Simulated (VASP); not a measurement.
The input files of a VASP run:

**POSCAR**
```
BN
1
    0.0000000000     1.8075000000     1.8075000000
    1.8075000000     0.0000000000     1.8075000000
    1.8075000000     1.8075000000     0.0000000000
B N
1 1
Direct
  0.0000000000   0.0000000000   0.0000000000
  0.2500000000   0.2500000000   0.2500000000
```

### INCAR
```
SYSTEM = BN
PREC = Accurate
ENCUT = 520
EDIFF = 1E-6
NELM = 100
ALGO = Normal
LREAL = .FALSE.
LASPH = .TRUE.
ISMEAR = 0
SIGMA = 0.05
GGA = PE
LWAVE = .FALSE.
LCHARG = .FALSE.
ISIF = 2
LSORBIT = .TRUE.
MAGMOM = 0 0 0 0 0 0
GGA_COMPAT = .FALSE.
```

**KPOINTS**
```
Automatic mesh
0
Gamma
9 9 9
0 0 0
```

POTCAR, in this order: B N (PBE.64 set). Program: vasp_std.

What VASP printed:

**standard output**
```
 POSCAR found type information on POSCAR B N
 POSCAR found :  2 types and       2 ions
 Reading from existing POTCAR

 -----------------------------------------------------------------------------
|                                                                             |
|     EEEEEEE  RRRRRR   RRRRRR   OOOOOOO  RRRRRR      ###     ###     ###     |
|     E        R     R  R     R  O     O  R     R     ###     ###     ###     |
|     E        R     R  R     R  O     O  R     R     ###     ###     ###     |
|     EEEEE    RRRRRR   RRRRRR   O     O  RRRRRR       #       #       #      |
|     E        R   R    R   R    O     O  R   R                               |
|     E        R    R   R    R   O     O  R    R      ###     ###     ###     |
|     EEEEEEE  R     R  R     R  OOOOOOO  R     R     ###     ###     ###     |
|                                                                             |
|     ERROR: Noncollinear calculations require that VASP is compiled          |
|     without the flag -DNGXhalf and-DNGZhalf.                                |
|     You probably tried to run a noncollinear calculation                    |
|     (LNONCOLLINEAR=T) with the executable vasp_std. Use vasp_ncl            |
|     instead!                                                                |
|                                                                             |
|       ---->  I REFUSE TO CONTINUE WITH THIS SICK JOB ... BYE!!! <----       |
|                                                                             |
 -----------------------------------------------------------------------------
```

Question: Read the log: what went wrong, and how is it fixed?

Answer: The cause: LSORBIT needs the non-collinear program vasp_ncl. VASP stops with an error: ERROR: Noncollinear calculations require that VASP is compiled without the flag -DNGXhalf and-DNGZhalf. You probably tried to run a noncollinear calculation (LNONCOLLINEAR=T) with the executable vasp_std. Use vasp_ncl instead! ----> I REFUSE TO CONTINUE WITH THIS SICK JOB ... BYE!!! <---- To mend it, run vasp_ncl.

The mended run (PBE GGA with spin-orbit coupling, plane waves, VASP's PBE PAW potentials (set 64)) converges, and its OSZICAR ends with
```
   1 F= -.17449782E+02 E0= -.17449782E+02  d E =-.311433E-12  mag=     0.0000    -0.0000     0.0000
```

The compound is BN in the zinc blende structure. The cell was not relaxed at this level.
